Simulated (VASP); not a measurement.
Method: HSE06 screened hybrid, VASP's PBE PAW potentials (set 64) (plane waves; VASP).

VASP input:

### INCAR
```
SYSTEM  =  Ga31As32Si
PREC  =  Normal; ENCUT  =  400; LREAL  =  Auto
LASPH  =  .True.; ISYM  =  0
EDIFF  =  1E-5; NELM  =  50; NELMIN  =  4
ALGO  =  Normal; LMAXMIX  =  4
ISMEAR  =  0; SIGMA  =  0.05
GGA  =  PE; LHFCALC  =  .True.; AEXX  =  0.25
HFSCREEN  =  0.2; PRECFOCK  =  Fast
ISPIN  =  2; MAGMOM  =  64*0.0156; NUPDOWN  =  1
ISIF  =  0
LWAVE  =  .False.; LCHARG  =  .False.; LORBIT  =  10
```

### POSCAR
```
Ga31As32Si
1
   11.5222104212     0.0000000000     0.0000000000
    0.0000000000    11.5222104212     0.0000000000
    0.0000000000     0.0000000000    11.5222104212
Ga As Si
31 32 1
Direct
  0.5000368002   0.0002064305   0.0003194875
  0.7506177592   0.2492031545   0.0010994826
  0.7505676771   0.0007045856   0.2495314387
  0.0000024015   0.0000137266   0.9999653292
  0.2496372595   0.2495292487   0.9996387427
  0.4999077012   0.4999202867   0.0002763589
  0.7505792721   0.7506378845   0.9992881015
  0.2496146516   0.9996957751   0.2495759092
  0.4973086812   0.2505451430   0.2506237820
  0.7498192354   0.5029942828   0.2503720093
  0.4999397482   0.0001243551   0.4999143554
  0.7497892595   0.2501820879   0.5029094245
  0.7506177005   0.9992764843   0.7505543200
  0.9999042156   0.5000419032   0.0004016516
  0.2492874516   0.7507707486   0.0010124643
  0.9994520125   0.2495722975   0.2495140223
  0.2502508279   0.4972239498   0.2502574901
  0.5028893363   0.7498521125   0.2503310433
  0.9998089170   0.9999744911   0.5000694218
  0.2501467916   0.2502035527   0.4973321559
  0.7496529699   0.7496620348   0.4975587463
  0.2493961350   0.0007488836   0.7505876359
  0.5029084253   0.2499651930   0.7500670276
  0.7499525819   0.4971501078   0.7501005282
  0.0006754035   0.7506811012   0.2495345974
  0.0000971257   0.4999941122   0.4999005699
  0.2502026740   0.7499078582   0.5028711818
  0.0008778701   0.2492860370   0.7506364434
  0.2498269543   0.5029425384   0.7501132194
  0.4970457336   0.7500580029   0.7501789436
  0.9991358404   0.7508215401   0.7505084944
  0.6246408606   0.1259046870   0.1261916913
  0.8741173689   0.3752889367   0.1260706349
  0.8741753353   0.1259187114   0.3753076434
  0.1249750020   0.1250049154   0.1249939782
  0.3748921948   0.3747910983   0.1244778606
  0.6252298158   0.6252268822   0.1243330601
  0.8750348669   0.8751209262   0.1249299792
  0.3749004314   0.1244751220   0.3749239029
  0.6214764012   0.3790022589   0.3790467850
  0.8757651007   0.6253309513   0.3749172602
  0.6251511727   0.1241873542   0.6251941506
  0.8759169724   0.3748000149   0.6253089853
  0.8750581111   0.1248912273   0.8750665170
  0.1257266384   0.6247121618   0.1259413190
  0.3753436619   0.8743643954   0.1260249941
  0.1243257847   0.3747940794   0.3748304788
  0.3787386854   0.6215257603   0.3787841279
  0.6252817517   0.8757927484   0.3749557185
  0.1257646590   0.1256801495   0.6247861702
  0.3785415434   0.3788372526   0.6217121062
  0.6211364565   0.6211356761   0.6217957526
  0.8740561417   0.8742635814   0.6247544086
  0.3751977503   0.1257763602   0.8743259708
  0.6252922313   0.3746544734   0.8760801478
  0.8743334215   0.6248269770   0.8743320719
  0.1258611113   0.8744253680   0.3753331458
  0.1241922626   0.6252685907   0.6252420675
  0.3748092851   0.8759166608   0.6252293224
  0.1257468577   0.3751730346   0.8744762770
  0.3746297465   0.6252917059   0.8760320646
  0.6247814660   0.8744561997   0.8743468408
  0.1248956750   0.8751337537   0.8750376314
  0.4999088232   0.5000450753   0.5004625567
```

File KPOINTS:
```
kpoints
0
Gamma
1 1 1
```

POTCAR, in this order: Ga As Si (PBE.64 set). Program: vasp_gam. Read from the step before: WAVECAR.

Output of the run:

**OSZICAR**
```
       N       E                     dE             d eps       ncg     rms          rms(c)
DAV:   1    -0.313942847031E+03   -0.31394E+03   -0.22132E+01   644   0.125E+01    0.139E+01
DAV:   2    -0.314075910133E+03   -0.13306E+00   -0.55911E-01   709   0.114E+00    0.922E+00
DAV:   3    -0.314023212994E+03    0.52697E-01   -0.32222E-02   726   0.319E-01    0.541E+00
DAV:   4    -0.314003449068E+03    0.19764E-01   -0.14322E-02   742   0.199E-01    0.306E+00
DAV:   5    -0.313997215572E+03    0.62335E-02   -0.42430E-03   742   0.105E-01    0.172E+00
DAV:   6    -0.313995056249E+03    0.21593E-02   -0.94396E-04   704   0.551E-02    0.963E-01
DAV:   7    -0.313994307421E+03    0.74883E-03   -0.29131E-04   696   0.332E-02    0.531E-01
DAV:   8    -0.313994068500E+03    0.23892E-03   -0.10804E-04   680   0.207E-02    0.289E-01
DAV:   9    -0.313994000540E+03    0.67960E-04   -0.35728E-05   560   0.124E-02    0.156E-01
DAV:  10    -0.313993985444E+03    0.15096E-04   -0.12709E-05   398   0.785E-03    0.853E-02
DAV:  11    -0.313993985074E+03    0.37073E-06   -0.51827E-06   398   0.482E-03
   1 F= -.31399399E+03 E0= -.31399399E+03  d E =-.370455E-14  mag=     1.0000
```

OUTCAR:
```
------------------------ aborting loop because EDIFF is reached ----------------------------------------
  volume of cell :     1529.70
      direct lattice vectors                 reciprocal lattice vectors
    11.522210421  0.000000000  0.000000000     0.086788903  0.000000000  0.000000000
     0.000000000 11.522210421  0.000000000     0.000000000  0.086788903  0.000000000
     0.000000000  0.000000000 11.522210421     0.000000000  0.000000000  0.086788903
  FREE ENERGIE OF THE ION-ELECTRON SYSTEM (eV)
  ---------------------------------------------------
  free  energy   TOTEN  =      -313.9939850736 eV

  energy  without entropy=     -313.9939850736  energy(sigma->0) =     -313.99398507

  exchange ACFDT corr.  =         0.00000000  see jH, gK, PRB 81, 115126

 total charge

# of ion       s       p       d       tot
------------------------------------------
    1        1.100   1.157   0.133   2.390
    2        1.093   1.181   0.136   2.410
    3        1.093   1.181   0.136   2.411
    4        1.089   1.184   0.137   2.410
    5        1.093   1.182   0.136   2.411
    6        1.089   1.182   0.137   2.408
    7        1.093   1.181   0.136   2.410
    8        1.093   1.181   0.136   2.411
    9        1.095   1.169   0.134   2.398
   10        1.095   1.169   0.134   2.398
   11        1.089   1.184   0.137   2.410
   12        1.095   1.168   0.134   2.397
   13        1.093   1.182   0.136   2.412
   14        1.100   1.157   0.133   2.390
   15        1.093   1.180   0.136   2.409
   16        1.093   1.181   0.136   2.411
   17        1.095   1.168   0.134   2.396
   18        1.095   1.169   0.134   2.397
   19        1.100   1.158   0.133   2.391
   20        1.095   1.168   0.134   2.396
   21        1.095   1.167   0.133   2.395
   22        1.093   1.182   0.136   2.411
   23        1.095   1.167   0.133   2.395
   24        1.095   1.167   0.133   2.395
   25        1.093   1.180   0.136   2.409
   26        1.089   1.183   0.137   2.408
   27        1.095   1.168   0.134   2.396
   28        1.093   1.181   0.136   2.410
   29        1.095   1.168   0.134   2.396
   30        1.095   1.167   0.133   2.395
   31        1.093   1.181   0.136   2.410
   32        1.221   1.615   0.025   2.861
   33        1.221   1.614   0.025   2.861
   34        1.221   1.614   0.025   2.860
   35        1.217   1.621   0.025   2.864
   36        1.217   1.625   0.026   2.868
   37        1.217   1.624   0.026   2.867
   38        1.217   1.621   0.025   2.864
   39        1.217   1.625   0.026   2.868
   40        1.225   1.599   0.028   2.852
   41        1.217   1.624   0.026   2.867
   42        1.217   1.625   0.026   2.867
   43        1.217   1.624   0.026   2.866
   44        1.217   1.621   0.025   2.864
   45        1.221   1.614   0.025   2.861
   46        1.221   1.614   0.025   2.860
   47        1.217   1.625   0.026   2.868
   48        1.225   1.598   0.028   2.851
   49        1.217   1.624   0.026   2.867
   50        1.221   1.615   0.025   2.861
   51        1.225   1.598   0.028   2.851
   52        1.225   1.599   0.028   2.852
   53        1.221   1.615   0.025   2.862
   54        1.221   1.614   0.025   2.861
   55        1.217   1.624   0.026   2.866
   56        1.221   1.614   0.025   2.860
   57        1.221   1.614   0.025   2.860
   58        1.217   1.624   0.026   2.867
   59        1.217   1.624   0.026   2.867
   60        1.221   1.614   0.025   2.860
   61        1.217   1.624   0.026   2.866
   62        1.221   1.614   0.025   2.861
   63        1.217   1.621   0.025   2.864
   64        0.767   0.812   0.000   1.579
--------------------------------------------------
tot         73.707  88.946   5.009 167.661

 magnetization (x)

# of ion       s       p       d       tot
------------------------------------------
    1        0.026   0.001  -0.000   0.027
    2        0.015   0.001  -0.000   0.015
    3        0.015   0.001  -0.000   0.015
    4        0.010   0.000  -0.000   0.010
    5        0.015   0.001  -0.000   0.015
    6        0.010   0.000  -0.000   0.010
    7        0.015   0.001  -0.000   0.015
    8        0.015   0.001  -0.000   0.015
    9        0.016   0.001  -0.000   0.017
   10        0.016   0.001  -0.000   0.017
   11        0.010   0.000  -0.000   0.010
   12        0.016   0.001  -0.000   0.017
   13        0.015   0.001  -0.000   0.015
   14        0.026   0.001  -0.000   0.027
   15        0.015   0.001  -0.000   0.016
   16        0.015   0.001  -0.000   0.015
   17        0.016   0.001  -0.000   0.017
   18        0.016   0.001  -0.000   0.017
   19        0.026   0.001  -0.000   0.027
   20        0.016   0.001  -0.000   0.017
   21        0.016   0.001  -0.000   0.017
...
```
(Selected blocks of OUTCAR.)

The supercell is sampled at Γ alone, which is coarse: total energies, pressure and levels can be off, energies of defects by several tenths of an eV.

The cell is a supercell with a defect, built from GaAs (zinc blende): Si_Ga. The cell's shape comes from a PBE relaxation.
